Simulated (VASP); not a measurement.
Data:

```xyz
8
Lattice="5.1767 0.0000 0.0000 0.0000 5.1767 0.0000 0.0000 0.0000 5.1767" Properties=species:S:1:pos:R:3 pbc="T T T"
Nb     1.2942     0.0000     2.5884
Nb     2.5884     1.2942     0.0000
Nb     2.5884     3.8825     0.0000
Nb     3.8825     0.0000     2.5884
Nb     0.0000     2.5884     3.8825
Nb     0.0000     2.5884     1.2942
Sn     2.5884     2.5884     2.5884
Sn     0.0000     0.0000     0.0000
```

Method: LDA (Ceperley-Alder, Perdew-Zunger), VASP's LDA PAW potentials (set 64) (plane waves; VASP 6.6.1). Numerical set-up: 500 eV cut-off, 6×6×6 Γ-centred mesh, first-order Methfessel-Paxton smearing of 0.10 eV, potentials Nb_sv Sn_d.

Energy and stress use the plane-wave basis of the starting cell.

**Question.** The ions, cell shape and volume at an external pressure of 10.0 GPa are relaxed. Predict the relaxed structure.

**Answer.** 
```xyz
8
Lattice="5.1369 0.0000 0.0000 0.0000 5.1369 0.0000 0.0000 0.0000 5.1369" Properties=species:S:1:pos:R:3 pbc="T T T"
Nb     1.2842     0.0000     2.5685
Nb     2.5685     1.2842     0.0000
Nb     2.5685     3.8527     0.0000
Nb     3.8527     0.0000     2.5685
Nb     0.0000     2.5685     3.8527
Nb     0.0000     2.5685     1.2842
Sn     2.5685     2.5685     2.5685
Sn     0.0000     0.0000     0.0000
```
Space group Pm-3n (223), at a tolerance of 0.03 Å.

**Question.** How do energy and volume change from the first to the last step?

**Answer.** The energy (σ→0) changes by +18.1 meV/atom and the volume by -2.3 %, in 3 ionic steps.

The compound is Nb3Sn in the A15 structure. This run relaxes it under an external pressure of 10 GPa. Symmetry was kept, so distortions that lower it aren't found.
